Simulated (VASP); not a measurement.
An input for Quantum ESPRESSO's pw.x (written as the equivalent of a VASP run, and not itself run):

```
&CONTROL
  calculation = 'vc-relax'
  pseudo_dir = './pseudo'
  outdir = './out'
  tprnfor = .true.
  tstress = .true.
  nstep = 60
  forc_conv_thr = 0.00039
/
&SYSTEM
  ibrav = 0
  nat = 2
  ntyp = 2
  ecutwfc = 84
  occupations = 'smearing'
  smearing = 'methfessel-paxton'
  degauss = 0.00735
  input_dft = 'pz'
/
&ELECTRONS
  conv_thr = 7.3e-08
  electron_maxstep = 100
/
&IONS
/
&CELL
/
ATOMIC_SPECIES
  In 114.818 In.upf
  Sb 121.760 Sb.upf
CELL_PARAMETERS angstrom
     0.0000000    3.0735150    3.0735150
     3.0735150    0.0000000    3.0735150
     3.0735150    3.0735150    0.0000000
ATOMIC_POSITIONS crystal
  In   0.0000000  0.0000000  0.0000000
  Sb   0.5000000  0.5000000  0.5000000
K_POINTS automatic
  9 9 9 0 0 0
```

Question: Write the VASP files for the same calculation (LDA).

Answer: This is not unique; one that fits is 
### POSCAR
```
InSb
1
    0.0000000000     3.0735150000     3.0735150000
    3.0735150000     0.0000000000     3.0735150000
    3.0735150000     3.0735150000     0.0000000000
In Sb
1 1
Direct
  0.0000000000   0.0000000000   0.0000000000
  0.5000000000   0.5000000000   0.5000000000
```

### KPOINTS
```
Automatic mesh
0
Gamma
9 9 9
0 0 0
```

### INCAR
```
# general
SYSTEM   =  InSb
PREC     =  Accurate
ENCUT    =  400
LREAL    =  F
LASPH    =  T   # aspherical one-centre terms

# electronic loop
EDIFF    =  1E-6   # SCF stop (eV)
NELM     =  100   # most electronic steps
ALGO     =  Normal
LMAXMIX  =  4   # l cut-off of mixed one-centre charges

# smearing
ISMEAR   =  1   # Methfessel-Paxton
SIGMA    =  0.1   # width (eV)

# ions
IBRION   =  2   # conjugate gradients
NSW      =  60
ISIF     =  3   # ions, shape and volume
EDIFFG   =  -0.01   # ionic stop

# output
LWAVE    =  F
LCHARG   =  F
```

POTCAR, in this order: In_d Sb (LDA.64 set). Program: vasp_std.

The two are equivalent in intent, not identical: the potentials are each code's own (VASP's PAW set, PseudoDojo norm-conserving files in pw.x), so ENCUT and ecutwfc are chosen apart and not converted; conv_thr bounds pw.x's estimated SCF error, while EDIFF bounds the energy change between steps; forc_conv_thr acts on force components and is met together with etot_conv_thr.

The structure comes from a computed database's InSb entry (Fm-3m); how it stands against other phases isn't given here. This run relaxes it. Symmetry was kept, so distortions that lower it aren't found.
